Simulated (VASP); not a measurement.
Method: PBE GGA with D3 dispersion (zero damping), VASP's PBE PAW potentials (set 64) (plane waves; VASP).

A VASP calculation is set up with these files.

### INCAR
```
ISMEAR = 0   ! Gaussian
SIGMA = 0.05   ! width (eV)
LREAL = F   ! projection in real space or not
ENCUT = 520   ! plane-wave cut-off (eV)
NSW = 30   ! most ionic steps
LASPH = T   ! aspherical one-centre terms
EDIFFG = -0.01   ! ionic stop
SYSTEM = WS2
LMAXMIX = 6   ! l cut-off of mixed one-centre charges
GGA = PE
LCHARG = F
LWAVE = F
ALGO = Normal   ! blocked Davidson
IBRION = 2
EDIFF = 1E-7   ! SCF stop (eV)
NELM = 100   ! most electronic steps
PREC = Accurate
ISIF = 4
IVDW = 11   ! D3, zero damping
```

KPOINTS:
```
Automatic
0
G
8 8 2
0 0 0
```

**POSCAR**
```
WS2
1
    1.5698663229    -2.7190882102     0.0000000000
    1.5698663229     2.7190882102     0.0000000000
    0.0000000000     0.0000000000    12.2946852390
W S
2 4
Direct
  0.3333330000   0.6666670000   0.2500000000
  0.6666670000   0.3333330000   0.7500000000
  0.3333330000   0.6666670000   0.8764980376
  0.6666670000   0.3333330000   0.3764980376
  0.6666670000   0.3333330000   0.1235019624
  0.3333330000   0.6666670000   0.6235019624
```

POTCAR, in this order: W_sv S (PBE.64 set). Program: vasp_std.

What VASP printed:

OUTCAR:
```
 ion  position               nearest neighbor table
   1  0.333  0.667  0.250-   4 2.39   5 2.39   4 2.39   5 2.39   4 2.39   5 2.39
   2  0.667  0.333  0.750-   3 2.39   6 2.39   3 2.39   6 2.39   3 2.39   6 2.39
   3  0.333  0.667  0.876-   2 2.39   2 2.39   2 2.39
   4  0.667  0.333  0.376-   1 2.39   1 2.39   1 2.39
   5  0.667  0.333  0.124-   1 2.39   1 2.39   1 2.39
   6  0.333  0.667  0.624-   2 2.39   2 2.39   2 2.39
  LATTYP: Found a hexagonal cell.
 ALAT       =     3.1397326266
 C/A-ratio  =     3.9158382898
 Subroutine PRICEL returns:
 Original cell was already a primitive cell.
 Subroutine GETGRP returns: Found 24 space group operations
The static configuration has the point symmetry D_3d.
 The point group associated with its full space group is D_6h.
The dynamic configuration has the point symmetry D_3d.
 Subroutine INISYM returns: Found 24 space group operations
 Subroutine IBZKPT returns following result:
 Found     20 irreducible k-points:

 Following reciprocal coordinates:
            Coordinates               Weight
  0.000000  0.000000  0.000000      1.000000
  0.125000  0.000000  0.000000      6.000000
  0.250000  0.000000  0.000000      6.000000
  0.375000  0.000000  0.000000      6.000000
  0.500000  0.000000  0.000000      3.000000
  0.125000  0.125000  0.000000      6.000000
  0.250000  0.125000  0.000000     12.000000
  0.375000  0.125000  0.000000     12.000000
  0.250000  0.250000  0.000000      6.000000
  0.375000  0.250000  0.000000      6.000000
  0.000000  0.000000  0.500000      1.000000
  0.125000  0.000000  0.500000      6.000000
  0.250000  0.000000  0.500000      6.000000
  0.375000  0.000000  0.500000      6.000000
  0.500000  0.000000  0.500000      3.000000
  0.125000  0.125000  0.500000      6.000000
  0.250000  0.125000  0.500000     12.000000
  0.375000  0.125000  0.500000     12.000000
...
```

### OSZICAR
```
       N       E                     dE             d eps       ncg     rms          rms(c)
DAV:   1     0.522677334149E+03    0.52268E+03   -0.28692E+04  1368   0.168E+03
DAV:   2    -0.133185942734E+02   -0.53600E+03   -0.52407E+03  1448   0.453E+02
DAV:   3    -0.488669955624E+02   -0.35548E+02   -0.35096E+02  1555   0.105E+02
DAV:   4    -0.497495794545E+02   -0.88258E+00   -0.88050E+00  1499   0.169E+01
DAV:   5    -0.497727124134E+02   -0.23133E-01   -0.23126E-01  1541   0.280E+00    0.402E+01
DAV:   6    -0.474920059416E+02    0.22807E+01   -0.12937E+01  1444   0.212E+01    0.179E+01
DAV:   7    -0.472669411658E+02    0.22506E+00   -0.33996E+00  1453   0.857E+00    0.649E+00
DAV:   8    -0.471651905632E+02    0.10175E+00   -0.53919E-01  1627   0.439E+00    0.206E+00
DAV:   9    -0.471669303730E+02   -0.17398E-02   -0.54850E-02  1706   0.121E+00    0.105E+00
DAV:  10    -0.471649035185E+02    0.20269E-02   -0.29370E-02  1572   0.105E+00    0.259E-01
DAV:  11    -0.471646649762E+02    0.23854E-03   -0.43841E-03  1505   0.404E-01    0.136E-01
DAV:  12    -0.471646312912E+02    0.33685E-04   -0.18588E-04  1545   0.929E-02    0.636E-02
DAV:  13    -0.471646456303E+02   -0.14339E-04   -0.10772E-04  1578   0.566E-02    0.283E-02
DAV:  14    -0.471646468759E+02   -0.12456E-05   -0.64850E-06  1578   0.144E-02    0.146E-02
DAV:  15    -0.471646468765E+02   -0.62846E-09   -0.91519E-07  1469   0.555E-03
   1 F= -.48718996E+02 E0= -.48718996E+02  d E =-.487190E+02
       N       E                     dE             d eps       ncg     rms          rms(c)
DAV:   1    -0.471804607368E+02   -0.15814E-01   -0.33157E+00  1282   0.811E+00    0.180E+00
DAV:   2    -0.471914901141E+02   -0.11029E-01   -0.18267E-01  1533   0.192E+00    0.817E-01
DAV:   3    -0.471898125402E+02    0.16776E-02   -0.12726E-02  1521   0.651E-01    0.562E-01
DAV:   4    -0.471892695132E+02    0.54303E-03   -0.37976E-03  1586   0.335E-01    0.230E-01
DAV:   5    -0.471892609180E+02    0.85952E-05   -0.50743E-04  1496   0.127E-01    0.366E-02
DAV:   6    -0.471892393377E+02    0.21580E-04   -0.82028E-05  1483   0.477E-02    0.308E-02
DAV:   7    -0.471892398450E+02   -0.50730E-06   -0.69184E-06  1592   0.132E-02    0.990E-03
DAV:   8    -0.471892393325E+02    0.51247E-06   -0.11196E-06  1329   0.488E-03    0.472E-03
DAV:   9    -0.471892391667E+02    0.16581E-06   -0.40084E-07  1293   0.306E-03    0.232E-03
DAV:  10    -0.471892391408E+02    0.25884E-07   -0.25415E-08   914   0.106E-03
   2 F= -.48744601E+02 E0= -.48744601E+02  d E =-.256046E-01
       N       E                     dE             d eps       ncg     rms          rms(c)
DAV:   1    -0.471901144347E+02   -0.87527E-03   -0.85172E-02  1275   0.129E+00    0.315E-01
DAV:   2    -0.471904052713E+02   -0.29084E-03   -0.45861E-03  1534   0.306E-01    0.125E-01
DAV:   3    -0.471903643847E+02    0.40887E-04   -0.22349E-04  1480   0.881E-02    0.925E-02
DAV:   4    -0.471903576066E+02    0.67781E-05   -0.99149E-05  1571   0.540E-02    0.279E-02
DAV:   5    -0.471903556490E+02    0.19576E-05   -0.25842E-05  1519   0.287E-02    0.569E-03
DAV:   6    -0.471903548987E+02    0.75030E-06   -0.27062E-06  1425   0.878E-03    0.603E-03
DAV:   7    -0.471903549738E+02   -0.75108E-07   -0.13476E-07   933   0.205E-03
   3 F= -.48745563E+02 E0= -.48745563E+02  d E =-.265667E-01
       N       E                     dE             d eps       ncg     rms          rms(c)
DAV:   1    -0.472320779776E+02   -0.41723E-01   -0.18383E+00  1248   0.878E+00    0.150E+00
DAV:   2    -0.472047182014E+02    0.27360E-01   -0.17901E-01  1434   0.246E+00    0.836E-01
DAV:   3    -0.472002727649E+02    0.44454E-02   -0.93643E-03  1461   0.617E-01    0.356E-01
DAV:   4    -0.471978300560E+02    0.24427E-02   -0.88792E-03  1443   0.488E-01    0.185E-01
DAV:   5    -0.471977306166E+02    0.99439E-04   -0.70143E-04  1535   0.164E-01    0.957E-02
DAV:   6    -0.471977089753E+02    0.21641E-04   -0.11556E-04  1701   0.607E-02    0.270E-02
DAV:   7    -0.471977082778E+02    0.69751E-06   -0.21274E-05  1492   0.246E-02    0.206E-02
DAV:   8    -0.471977089987E+02   -0.72094E-06   -0.19991E-06  1502   0.821E-03    0.708E-03
DAV:   9    -0.471977091439E+02   -0.14517E-06   -0.33415E-07  1303   0.277E-03    0.407E-03
DAV:  10    -0.471977092184E+02   -0.74468E-07   -0.46962E-08   949   0.116E-03
   4 F= -.48755638E+02 E0= -.48755638E+02  d E =-.100751E-01
       N       E                     dE             d eps       ncg     rms          rms(c)
DAV:   1    -0.472170501884E+02   -0.19341E-01   -0.10328E+00  1248   0.659E+00    0.113E+00
DAV:   2    -0.472018032697E+02    0.15247E-01   -0.99981E-02  1434   0.184E+00    0.628E-01
DAV:   3    -0.471993123119E+02    0.24910E-02   -0.52450E-03  1447   0.460E-01    0.268E-01
DAV:   4    -0.471979386893E+02    0.13736E-02   -0.51084E-03  1449   0.369E-01    0.139E-01
DAV:   5    -0.471978829844E+02    0.55705E-04   -0.38650E-04  1514   0.122E-01    0.728E-02
DAV:   6    -0.471978707397E+02    0.12245E-04   -0.68141E-05  1693   0.462E-02    0.220E-02
DAV:   7    -0.471978702380E+02    0.50171E-06   -0.11668E-05  1478   0.186E-02    0.160E-02
DAV:   8    -0.471978706072E+02   -0.36923E-06   -0.10480E-06  1363   0.605E-03    0.612E-03
DAV:   9    -0.471978707128E+02   -0.10552E-06   -0.13458E-07   971   0.216E-03    0.294E-03
DAV:  10    -0.471978707722E+02   -0.59415E-07   -0.34259E-08   921   0.106E-03
   5 F= -.48757856E+02 E0= -.48757856E+02  d E =-.122933E-01
```

**OUTCAR**
```
------------------------ aborting loop because EDIFF is reached ----------------------------------------
 Edisp (eV)   -1.55999
  FORCE on cell =-STRESS in cart. coord.  units (eV):
  Direction    XX          YY          ZZ          XY          YZ          ZX
  --------------------------------------------------------------------------------------
  Total       0.96147     0.96147     1.00977     0.00000     0.00000     0.00000
  in kB      14.67624    14.67624    15.41338     0.00000     0.00000     0.00000
  external pressure =       14.92 kB  Pullay stress =        0.00 kB
  volume of cell :      104.96
      direct lattice vectors                 reciprocal lattice vectors
     1.579277244 -2.735388401  0.000000000     0.316600522 -0.182789398 -0.000000000
     1.579277244  2.735388401 -0.000000000     0.316600522  0.182789398 -0.000000000
     0.000000000  0.000000000 12.148593644     0.000000000  0.000000000  0.082314055
 POSITION                                       TOTAL-FORCE (eV/Angst)
 -----------------------------------------------------------------------------------
      1.57928      0.91180      3.03715        -0.000000      0.000000      0.000000
      1.57928     -0.91180      9.11145        -0.000000     -0.000000      0.000000
      1.57928      0.91180     10.68444         0.000000      0.000000      0.009312
      1.57928     -0.91180      4.61014         0.000000     -0.000000      0.009312
      1.57928     -0.91180      1.46415        -0.000000     -0.000000     -0.009312
      1.57928      0.91180      7.53845         0.000000      0.000000     -0.009312
 -----------------------------------------------------------------------------------
    total drift:                                0.000157      0.001139     -0.000035
  FREE ENERGIE OF THE ION-ELECTRON SYSTEM (eV)
  ---------------------------------------------------
  free  energy   TOTEN  =       -48.7578560021 eV

  energy  without entropy=      -48.7578560021  energy(sigma->0) =      -48.75785600

 reached required accuracy - stopping structural energy minimisation
```
(Selected blocks of OUTCAR.)

CONTCAR:
```
WS2
   1.00000000000000
     1.5792772443492977   -2.7353884012662180    0.0000000000000000
     1.5792772443492977    2.7353884012662180   -0.0000000000000000
     0.0000000000000000    0.0000000000000000   12.1485936443013554
  W               S
     2     4
Direct
     0.3333330000000032    0.6666669999999968    0.2500000000000000
     0.6666669999999968    0.3333330000000032    0.7500000000000000
     0.3333330000000032    0.6666669999999968    0.8794795789533559
     0.6666669999999968    0.3333330000000032    0.3794795789533560
     0.6666669999999968    0.3333330000000032    0.1205204210466440
     0.3333330000000032    0.6666669999999968    0.6205204210466441
```

The compound is WS2 in the 2H layered structure. This cell is one point of a volume scan, at 0.97 of the reference volume. Symmetry was kept, so distortions that lower it aren't found.
